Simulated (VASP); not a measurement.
Output of a VASP run:

OSZICAR:
```
       N       E                     dE             d eps       ncg     rms          rms(c)
DAV:   1     0.471296355712E+02    0.47130E+02   -0.62095E+03   646   0.949E+02
DAV:   2    -0.273544425441E+02   -0.74484E+02   -0.71072E+02   719   0.231E+02
DAV:   3    -0.324614613112E+02   -0.51070E+01   -0.50839E+01   770   0.637E+01
DAV:   4    -0.325767582710E+02   -0.11530E+00   -0.11523E+00   744   0.104E+01
DAV:   5    -0.325803406660E+02   -0.35824E-02   -0.35822E-02   745   0.186E+00    0.222E+00
DAV:   6    -0.310114943981E+02    0.15688E+01   -0.38832E-01   647   0.781E+00    0.213E+00
DAV:   7    -0.310356281772E+02   -0.24134E-01   -0.18477E-01   659   0.579E+00    0.546E-01
DAV:   8    -0.311072148117E+02   -0.71587E-01   -0.17043E-01   650   0.394E+00    0.285E-01
DAV:   9    -0.310748082418E+02    0.32407E-01   -0.83095E-02   641   0.343E+00    0.362E-01
DAV:  10    -0.309462609243E+02    0.12855E+00   -0.59249E-02   650   0.320E+00    0.136E-01
DAV:  11    -0.310868808999E+02   -0.14062E+00   -0.41629E-02   638   0.264E+00    0.661E-02
DAV:  12    -0.310848398105E+02    0.20411E-02   -0.72521E-04   749   0.331E-01    0.793E-02
DAV:  13    -0.310857982605E+02   -0.95845E-03   -0.35435E-03   641   0.779E-01    0.380E-02
DAV:  14    -0.310881738974E+02   -0.23756E-02   -0.51910E-04   644   0.264E-01    0.147E-02
DAV:  15    -0.310881799911E+02   -0.60937E-05   -0.21363E-05   698   0.578E-02    0.138E-02
DAV:  16    -0.310881896656E+02   -0.96745E-05   -0.13823E-06   704   0.145E-02    0.937E-03
DAV:  17    -0.310881856223E+02    0.40433E-05   -0.56503E-06   647   0.329E-02    0.683E-03
DAV:  18    -0.310881818050E+02    0.38173E-05   -0.19763E-06   650   0.197E-02    0.208E-03
DAV:  19    -0.310881781800E+02    0.36250E-05   -0.22697E-07   716   0.774E-03    0.169E-03
DAV:  20    -0.310881797134E+02   -0.15334E-05   -0.68726E-07   647   0.131E-02    0.955E-04
DAV:  21    -0.310881796645E+02    0.48925E-07   -0.46373E-08   659   0.293E-03
   1 F= -.31088180E+02 E0= -.31088180E+02  d E =0.000000E+00
       N       E                     dE             ncg
       N       E                     dE             ncg
       N       E                     dE             ncg
```

OUTCAR:
```
------------------------ aborting loop because EDIFF is reached ----------------------------------------
  FORCE on cell =-STRESS in cart. coord.  units (eV):
  Direction    XX          YY          ZZ          XY          YZ          ZX
  --------------------------------------------------------------------------------------
  Total       -0.0309397     -0.0309397     -0.0309397      0.0000000      0.0000000      0.0000000
  in kB       -0.7401984     -0.7401984     -0.7401984      0.0000000      0.0000000      0.0000000
  external PRESSURE =      -0.7401984 kB  Pullay stress =       0.0000000 kB
  volume of cell :       66.97
      direct lattice vectors                 reciprocal lattice vectors
     0.000000000  3.223165824  3.223165824    -0.155126986  0.155126986  0.155126986
     3.223165824  0.000000000  3.223165824     0.155126986 -0.155126986  0.155126986
     3.223165824  3.223165824  0.000000000     0.155126986  0.155126986 -0.155126986
  FREE ENERGIE OF THE ION-ELECTRON SYSTEM (eV)
  ---------------------------------------------------
  free  energy   TOTEN  =       -31.0881796645 eV

  energy  without entropy=      -31.0881796645  energy(sigma->0) =      -31.08817966

 total charge

# of ion       s       p       d       tot
------------------------------------------
    1        0.034   5.974   0.000   6.008
    2        1.492   2.901   0.002   4.396
--------------------------------------------------
tot          1.526   8.875   0.002  10.404
```
(Selected blocks of OUTCAR.)

POSCAR:
```
NaI
1
   -0.0000000000     3.2231658243     3.2231658243
    3.2231658243     0.0000000000     3.2231658243
    3.2231658243     3.2231658243    -0.0000000000
Na I
1 1
Direct
  0.0000000000   0.0000000000   0.0000000000
  0.5000000000   0.5000000000   0.5000000000
```

Reconstruct the remaining input files.

This is not unique; one that fits is the input of the run itself, r2SCAN meta-GGA, plane waves, VASP's PBE PAW potentials (set 64).

**INCAR**
```
ENCUT = 400   ! plane-wave cut-off (eV)
LMIXTAU = .TRUE.
EDIFF = 1E-7
NEDOS = 601
PREC = Accurate
NELM = 100   ! most electronic steps
LWAVE = .FALSE.
SYSTEM = NaI
ISIF = 2   ! forces and stress, cell fixed
METAGGA = R2SCAN
LREAL = .FALSE.
LCHARG = .FALSE.
LORBIT = 11   ! lm-projected
ISMEAR = -5
LMAXMIX = 4
LASPH = .TRUE.   ! aspherical one-centre terms
ALGO = Normal
```

KPOINTS:
```
Regular mesh
0
Gamma
 8 8 8
0 0 0
```

File KPOINTS_OPT:
```
k-points along high-symmetry lines
10
Line-mode
Reciprocal
  0.000000   0.000000   0.000000 ! GAMMA
  0.500000   0.000000   0.500000 ! X

  0.500000   0.000000   0.500000 ! X
  0.625000   0.250000   0.625000 ! U

  0.375000   0.375000   0.750000 ! K
  0.000000   0.000000   0.000000 ! GAMMA

  0.000000   0.000000   0.000000 ! GAMMA
  0.500000   0.500000   0.500000 ! L

  0.500000   0.500000   0.500000 ! L
  0.500000   0.250000   0.750000 ! W

  0.500000   0.250000   0.750000 ! W
  0.500000   0.000000   0.500000 ! X
```

POTCAR, in this order: Na_pv I (PBE.64 set). Program: vasp_std.

The compound is NaI in the rock salt structure. It was relaxed first.
